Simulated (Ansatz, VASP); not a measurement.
# P3N: VASP beside Ansatz

Wanted: the spread between two codes on one cell, functional and k mesh. The cell is invented: As first built, before any earlier steps moved the atoms: it takes the P structure with some of its atoms replaced by other elements, volume scaled by an estimate. It may not be a known or stable phase. The cell is taken from a series of runs on this material, whose earlier steps may have relaxed or scaled it; both programs get it as it stands.

Main program and level: Ansatz 0.2.0; plane waves, with VASP 6.6.1 beside it; single point at PBE.

## 1. Set-up

It takes space group Pmm2 (No. 25, orthorhombic). Conventional cell: a = 2.941 Å, b = 5.285 Å, c = 4.280 Å, α = 90.00°, β = 90.00°, γ = 90.00°. Nearest to P lie 2 P at 2.09 Å. Nearest to P lie 2 N at 1.73 Å. Nearest to N lie 2 P at 1.73 Å. As first built, before any earlier steps moved the atoms: sites of the P structure (space group 74) filled with other elements, volume scaled by an estimate. Farther neighbours and most contacts between anions are not listed.

## 2. Ansatz: single point, PBE

Ansatz runs on its default PAW (the set named soft_2) files.

A single point gives forces, pressure and levels at one fixed geometry, so differences don't come from the geometry; what else differs is listed under the comparison.

input.yaml reads:

```yaml
crystal:
  lattice:
    - [2.940936765, 0.0, 0.0]
    - [0.0, 5.285289231, 0.0]
    - [0.0, 0.0, 4.2801119906]
  atoms:
    - { symbol: P, position: [0.5, 0.5, 0.5578701172] }
    - { symbol: P, position: [0.0, 0.5, 0.905755454] }
    - { symbol: P, position: [0.5, 0.0, 0.3735584888] }
    - { symbol: "N", position: [0.0, 0.0, 0.1628159399] }
hamiltonian:
  xc: pbe
  pseudopotentials: { kind: paw }
kpoints:
  mp_grid: { grid: [9, 5, 6] }
scf:
  occupations: { method: fermi_dirac, width: 0.05 }
  n_extra_bands: 5
output:
  forces: true
  stress: true
  eigenvalues: true
```

Launch:

```
$ ansatz run input.yaml --threads 2 --pin off --max-ram 4608MiB --backend cpu --events-out ev --progress --plain --runs-dir out
```

Numbers of over 12 decimals in the logs are rounded to 6 here.

What it wrote:

```text
scf.n_extra_bands = 5 over 10 filled bands (N_el = 20.0): the run solves 15 bands
Engine: ansatz 0.2.0, aarch64-unknown-linux-gnu
Pseudopotentials: kind: paw
Pseudopotential: P, paw, valence charge 5, recommended cutoff 420 eV (normal), P.paw.azcp
Pseudopotential: N, paw, valence charge 5, recommended cutoff 420 eV (normal), N.paw.azcp
Functional definition: PBE
  parameter kappa = 0.804
  parameter beta = 0.066725
  exchange = pbe_x(kappa = kappa, mu = beta*pi^2/3)
  correlation = pbe_c(beta = beta)
Crystal: 4 atoms, lattice volume = 66.529 Å³
Basis set: ecut = 420 eV, 1291 PW (Γ), exchange–correlation on 40×72×60 points (8 copies of the dense FFT grid, shifted against one another)
Bands: 15, of which v1, the nominal top of the filled ones, is band 10 counted from 1 (9 counted from 0)
Symmetry: 4 space group operations
Space group: Pmm2 (ITA 25), of the structure as read, at distance tolerance 4.1e-5 Å
k-points: 60 of 270 (time reversal used)
Non-local potential: P, projectors of the file, l = 0: 2, l = 1: 2, l = 2: 2
Non-local potential: N, projectors of the file, l = 0: 2, l = 1: 2, l = 2: 1
PAW form: soft (Blöchl's): semilocal exchange-correlation on the pseudo side does not see the compensation charge
PAW one-centre angular grid: P, 110 points (default); XC on 64 Gauss nodes
PAW one-centre angular grid: N, 110 points (default); XC on 64 Gauss nodes
Initial density: superposition of atomic densities (neutral atoms: chi_scale 0, normalization atom), corrected by the library's trained network
Initial wavefunctions: pseudopotential atomic-orbital guess
Functional: x = pbe(κ = 0.804, μ = 0.219515), c = pbe(β = 0.066725)
SCF iter   1: F=—  HF=-2649.197665 eV  |F-HF|=—  |Δ(HF+E_count)|=         —  Δρ=7.94e-3  dr2=2.44e-2  ethr=1.77e-3  ⟨swp⟩=7.5  Hψ=6635  notcnv=0
preconditioner: auto → Kerker (q_TF=auto, 2.233 Å⁻¹)  [metal: Δε(μ)=0.010 eV  Ē_g=10.167 eV  σ=0.050 eV  W_gap=0.05  n_scr=10 (ndim 8)  ℏωp=20.4 eV  f_vac=0.000  D(μ)=1.01/eV (n_scr^D=4)]
SCF iter   2: F=—  HF=-2649.191803 eV  |F-HF|=—  |Δ(HF+E_count)|=   5.86e-3  Δρ=4.28e-3  dr2=8.93e-3  ethr=1.22e-4  ⟨swp⟩=2.0  Hψ=1735  notcnv=0  defer=8
SCF iter   3: F=—  HF=-2649.189532 eV  |F-HF|=—  |Δ(HF+E_count)|=   2.27e-3  Δρ=6.21e-4  dr2=4.00e-4  ethr=4.46e-5  ⟨swp⟩=2.6  Hψ=1535  notcnv=0  defer=9
SCF iter   4: F=—  HF=-2649.189508 eV  |F-HF|=—  |Δ(HF+E_count)|=   2.45e-5  Δρ=2.43e-4  dr2=6.63e-5  ethr=2.00e-6  ⟨swp⟩=2.5  Hψ=1290  notcnv=0  defer=9
SCF iter   5: F=—  HF=-2649.189484 eV  |F-HF|=—  |Δ(HF+E_count)|=   2.43e-5  Δρ=6.22e-5  dr2=2.96e-6  ethr=3.32e-7  ⟨swp⟩=2.6  Hψ=1491  notcnv=0  defer=9
SCF iter   6: F=—  HF=-2649.189484 eV  |F-HF|=—  |Δ(HF+E_count)|=   5.25e-7  Δρ=2.04e-5  dr2=4.00e-7  ethr=1.48e-8  ⟨swp⟩=2.5  Hψ=1367  notcnv=0  defer=9
SCF iter   7: F=-2649.189484 eV  HF=-2649.189484 eV  |F-HF|=4.62e-10  |Δ(HF+E_count)|=   3.37e-8  Δρ=4.20e-6  dr2=2.71e-8  ethr=5.00e-10  ⟨swp⟩=9.7  Hψ=5366  notcnv=0
SCF 1 converged in 7 iterations: F = -2649.189484 eV  dr2 = 2.71e-8
  greatest PAW one-centre occupation: 0.829 electrons in one spin orbital (limit 2), on the P atom at site 1 (counted from 0), in its partial waves of l = 0
SCF converged after 7 iterations
Free energy (F): -2649.189484 eV
Harris-Foulkes:  -2649.189484 eV  (|F-HF|=4.62e-10)
Internal energy: -2649.180399 eV  (E = F + TS)
E sigma→0 (E₀):  -2649.184942 eV
Entropy (-TS):   -0.009085 eV (-2.271 meV/atom)
Fermi energy:    6.735168 eV
--- Per-component energies (eV) ---
  E_band       = -0.381564
  E_kinetic    = 339.372414
  E_local      = -467.570438  (includes V_loc(G=0)·N_el)
  E_nonlocal   = 147.190142
  E_hartree    = 138.953461
  E_xc         = -242.645774
  E_vxc        = -256.135026  (∫ρ·V_xc dr)
  E_paw        = -1834.754757  (= ΣΔE_a)
  E_vpaw       = -41.145421  (= ΣTr[D̂ρ^β])
  E_aug_tail   = 0.000103  (compensation charges beyond the density's cutoff)
  E_ewald      = -729.725549
  E_smearing   = -0.009085  (= −TS)
  E_closure    = 0.000000  (closes the sum)
  Σ components = -2649.189484   (vs F -2649.189484, Δ=0.00e0)
--- Forces (eV/Å), atoms counted from 1 ---
  atom   1  P      0.00000000     0.00000000    -0.17604635
  atom   2  P      0.00000000     0.00000000     0.15391785
  atom   3  P      0.00000000     0.00000000     0.16761910
  atom   4  N      0.00000000     0.00000000    -0.14550695
  max |Σ_I F_I| component: 1.64e-5 eV/Å
--- Stress (GPa, compression-positive) ---
        0.765938       0.000000       0.000000
        0.000000      -1.592499       0.000000
        0.000000       0.000000       2.234625
  P = ⅓ Tr σ = 0.4694 GPa (4.694 kbar)
--- Band table (eV; the first three rows and the last of 60) ---
  k-point 0: bands = [... 6 lower, 2.6116, 4.7231, 4.8299, 5.6806, 6.9044, 8.6449, 10.9158, 12.8055, ... 1 higher]
  k-point 1: bands = [... 6 lower, 4.0702, 4.1869, 5.2167, 5.7253, 7.4564, 8.6968, 10.9390, 12.5656, ... 1 higher]
  k-point 2: bands = [... 6 lower, 3.0303, 5.8201, 5.8295, 6.3902, 8.2290, 8.7649, 11.0139, 12.1255, ... 1 higher]
  k-point 59: bands = [... 6 lower, 2.1276, 3.0437, 4.9311, 6.6264, 7.3027, 8.6141, 10.9503, 11.8012, ... 1 higher]
```

The run ends at a pressure of 0.47 GPa, with forces up to 0.18 eV/Å.

## 3. VASP: single point, PBE

The same cell, functional, mesh and smearing now go to VASP, with its own data sets and cutoff.

Lines of VASP's logs that name or quote its potential files are left out, and so is its time.

INCAR reads:

```
SYSTEM = P3N
PREC = Accurate
ENCUT = 680
EDIFF = 1E-06
NELM = 100
ISMEAR = -1
SIGMA = 0.05
LREAL = .FALSE.
ALGO = Normal
GGA = PE
NBANDS = 16
LORBIT = 11
LWAVE = .FALSE.
LCHARG = .FALSE.
KPAR = 2
ISIF = 2
```

POSCAR reads:

```
P3N
1.0
    2.9409367650      0.0000000000      0.0000000000
    0.0000000000      5.2852892310      0.0000000000
    0.0000000000      0.0000000000      4.2801119906
P N
3 1
Direct
    0.5000000000      0.5000000000      0.5578701172
    0.0000000000      0.5000000000      0.9057554540
    0.5000000000      0.0000000000      0.3735584888
    0.0000000000      0.0000000000      0.1628159399
```

KPOINTS reads:

```
Automatic mesh
0
Gamma
9 5 6
0 0 0
```

Potentials, in the order of the species: P_GW and N_GW (PBE family, release 64).

Launch:

```
$ mpirun -np 2 vasp_std
```

What it wrote:

```text
[banner, memory and clock lines left out]
running    2 mpi-ranks, on    1 nodes
 distrk:  each k-point on    1 cores,    2 groups
 distr:  one band on    1 cores,    1 groups

 POSCAR found type information on POSCAR P N
 POSCAR found :  2 types and       4 ions
 LDA part: xc-table for (Slater+PW92), standard interpolation
 POSCAR, INCAR and KPOINTS ok, starting setup
 FFT: planning ... GRIDC
 FFT: planning ... GRID_SOFT
 FFT: planning ... GRID
 WAVECAR not read
 entering main loop
       N       E                     dE             d eps       ncg     rms          rms(c)
DAV:   1     0.104972108879E+03    0.10497E+03   -0.10181E+04  1920   0.136E+03
DAV:   2    -0.159361569768E+02   -0.12091E+03   -0.11622E+03  3008   0.341E+02
DAV:   3    -0.240586774040E+02   -0.81225E+01   -0.79793E+01  2864   0.755E+01
DAV:   4    -0.243987950422E+02   -0.34012E+00   -0.33974E+00  3056   0.170E+01
DAV:   5    -0.244030493621E+02   -0.42543E-02   -0.42531E-02  2928   0.192E+00    0.828E+00
DAV:   6    -0.227763500651E+02    0.16267E+01   -0.87110E+00  3200   0.319E+01    0.374E+00
DAV:   7    -0.226202302011E+02    0.15612E+00   -0.12937E+00  2728   0.113E+01    0.181E+00
DAV:   8    -0.226057829256E+02    0.14447E-01   -0.22998E-01  3072   0.371E+00    0.581E-01
DAV:   9    -0.226021634597E+02    0.36195E-02   -0.25122E-02  2992   0.132E+00    0.166E-01
DAV:  10    -0.226025550046E+02   -0.39154E-03   -0.39478E-03  2752   0.573E-01    0.503E-02
DAV:  11    -0.226026574112E+02   -0.10241E-03   -0.40107E-04  3248   0.172E-01    0.259E-02
DAV:  12    -0.226026782845E+02   -0.20873E-04   -0.63061E-05  2824   0.649E-02    0.854E-03
DAV:  13    -0.226026796099E+02   -0.13254E-05   -0.10371E-05  2928   0.349E-02    0.196E-03
DAV:  14    -0.226026798071E+02   -0.19724E-06   -0.12687E-06  2168   0.909E-03
   1 F= -.22602680E+02 E0= -.22598097E+02  d E =-.916620E-02
```

From OUTCAR (step 3):

```text
ion  position               nearest neighbor table
   1  0.500  0.500  0.558-   2 2.09   2 2.09
   2  0.000  0.500  0.906-   1 2.09   1 2.09
   3  0.500  0.000  0.374-   4 1.73   4 1.73
   4  0.000  0.000  0.163-   3 1.73   3 1.73

  LATTYP: Found a simple orthorhombic cell.
 ALAT       =     2.9409367650
 B/A-ratio  =     1.4553566882
 C/A-ratio  =     1.7971448057

 Subroutine GETGRP returns: Found  4 space group operations
 (whereof  4 operations were pure point group operations)

The static configuration has the point symmetry C_2v.

 Found     60 irreducible k-points:

   k-points           NKPTS =     60   k-points in BZ     NKDIM =     60   number of bands    NBANDS=     16

   dimension x,y,z NGX =    28 NGY =   48 NGZ =   36
   dimension x,y,z NGXF=    56 NGYF=   96 NGZF=   72

   ENCUT  =  680.0 eV  49.98 Ry    7.07 a.u.   6.25 11.24  9.10*2*pi/ulx,y,z

   NELECT =      20.0000    total number of electrons

 k-points in reciprocal lattice and weights: Automatic mesh
   0.00000000  0.00000000  0.00000000       0.004
   0.11111111  0.00000000  0.00000000       0.007
   0.22222222  0.00000000  0.00000000       0.007
   0.33333333  0.00000000  0.00000000       0.007
   0.44444444  0.00000000  0.00000000       0.007
   0.00000000  0.20000000  0.00000000       0.007
   0.11111111  0.20000000  0.00000000       0.015
   0.22222222  0.20000000  0.00000000       0.015
   0.33333333  0.20000000  0.00000000       0.015
[...]
0.33333333  0.40000000  0.50000000       0.015
   0.44444444  0.40000000  0.50000000       0.015

 average (electrostatic) potential at core
       1 -74.9550       2 -74.7798       3 -75.8036       4 -63.1505

 E-fermi :   5.1377

 k-point     1 :       0.0000    0.0000    0.0000
  band No.  band energies     occupation
    ...
      6       0.1604      2.00000
      7       1.0160      2.00000
      8       3.1244      2.00000
      9       3.2344      2.00000
     10       4.0881      2.00000
     11       5.3062      0.06638
     12       7.0405      0.00000
     13       9.3201      0.00000
     14      11.2059      0.00000
     15      11.6760      0.00000
    ...

 k-point     2 :       0.1111    0.0000    0.0000
  band No.  band energies     occupation
    ...
      6       0.3772      2.00000
      7       1.1992      2.00000
      8       2.7237      2.00000
      9       3.2557      2.00000
     10       3.3964      2.00000
     11       5.2782      0.11354
     12       7.9386      0.00000
     13      10.6274      0.00000
     14      10.9408      0.00000
     15      11.0078      0.00000
    ...

 k-point     3 :       0.2222    0.0000    0.0000
  band No.  band energies     occupation
    ...
      7       1.3623      2.00000
      8       1.6720      2.00000
      9       3.5178      2.00000
     10       3.5563      2.00000
     11       5.1179      1.19491
     12       8.8046      0.00000
     13       9.5845      0.00000
     14      10.2667      0.00000
     15      10.6902      0.00000
     16      11.2953      0.00000

  Total        0.4697858     -0.6688865      0.9524809      0.0000000      0.0000000      0.0000000
  in kB       11.3136030    -16.1084374     22.9380921      0.0000000      0.0000000      0.0000000
  external PRESSURE =       6.0477525 kB  Pullay stress =       0.0000000 kB

  energy-cutoff  :      680.00
  volume of cell :       66.53
      direct lattice vectors                 reciprocal lattice vectors
     2.940936765  0.000000000  0.000000000     0.340027712  0.000000000  0.000000000
     0.000000000  5.285289231  0.000000000     0.000000000  0.189204404  0.000000000
     0.000000000  0.000000000  4.280111991     0.000000000  0.000000000  0.233638746

 POSITION                                       TOTAL-FORCE (eV/Angst)
 -----------------------------------------------------------------------------------
      1.47047      2.64264      2.38775         0.000000      0.000000     -0.184513
      0.00000      2.64264      3.87673         0.000000      0.000000      0.162040
      1.47047      0.00000      1.59887         0.000000      0.000000      0.196474
      0.00000      0.00000      0.69687         0.000000      0.000000     -0.174001
 -----------------------------------------------------------------------------------
    total drift:                               -0.000000      0.000000     -0.000627

  FREE ENERGIE OF THE ION-ELECTRON SYSTEM (eV)
  ---------------------------------------------------
  free  energy   TOTEN  =       -22.6026798071 eV

  energy  without entropy=      -22.5935136028  energy(sigma->0) =      -22.59809670

 total charge
# of ion       s       p       d       tot
------------------------------------------
    1        1.206   1.569   0.135   2.910
    2        1.239   1.542   0.119   2.899
    3        1.193   1.417   0.250   2.859
    4        1.243   2.367   0.000   3.610
--------------------------------------------------
tot          4.881   6.894   0.503  12.278

[... 3 further parts left out ...]
```

The run ends at a pressure of 0.60 GPa, with forces up to 0.20 eV/Å.

## 4. Comparison

Known differences besides the PAW data sets themselves: the cutoff is 420 eV in Ansatz and 680 eV in VASP; VASP leaves aspherical gradient terms in its spheres out (LASPH is not set), Ansatz keeps them. Total energies have different zeros and are not compared.

The two programs side by side:

| quantity | Ansatz | VASP | difference |
| --- | --- | --- | --- |
| pressure (GPa) | 0.47 | 0.60 | -0.14 |

Forces (eV/Å; atoms numbered as in POSCAR):

| atom | Ansatz x, y, z | VASP x, y, z |
| --- | --- | --- |
| P1 | 0.000, 0.000, -0.176 | 0.000, 0.000, -0.185 |
| P2 | 0.000, 0.000, 0.154 | 0.000, 0.000, 0.162 |
| P3 | 0.000, 0.000, 0.168 | 0.000, 0.000, 0.196 |
| N4 | 0.000, 0.000, -0.146 | 0.000, 0.000, -0.174 |

The forces differ by 12 meV/Å r.m.s., which is 11.7 % of the r.m.s. force of 0.10 eV/Å (both taken over all components). Ansatz's pressure holds a Pulay correction of 0.15 GPa; VASP's holds none.

## 5. Looking for the cause

The difference is large enough to ask for its cause, so further runs change the set-up of one program at a time, as the table lists.

| run | r.m.s. force difference (meV/Å) |
| --- | --- |
| as above | 12 |
| VASP with the data sets P_h and N_h and a cutoff of 1210 eV | 19 |

## 6. Outcome

| Quantity | Value |
| --- | --- |
| r.m.s. force difference (single point, PBE) | 12 meV/Å |

In words: The r.m.s. force difference is 12 meV/Å (single point, PBE), at about the 12 meV/Å picked in this series as the mark of a large difference. For single point, PBE: no further run halves the r.m.s. force difference. Differences of this kind measure data sets and numerical settings, not the functional's error against experiment.

[Lines on the potential files, build, host, timing and source positions are cut from VASP's logs without a mark.]

[Logs are printed without paths, hosts, clocks, repeated set-up lines and the standing remarks that a program may print on its own settings, such as how far it seeks lower states.]

[Hosts, paths, dates, database ids (printed as entryN), source tags and the programs' standing remarks are cut or masked in the printed files.]
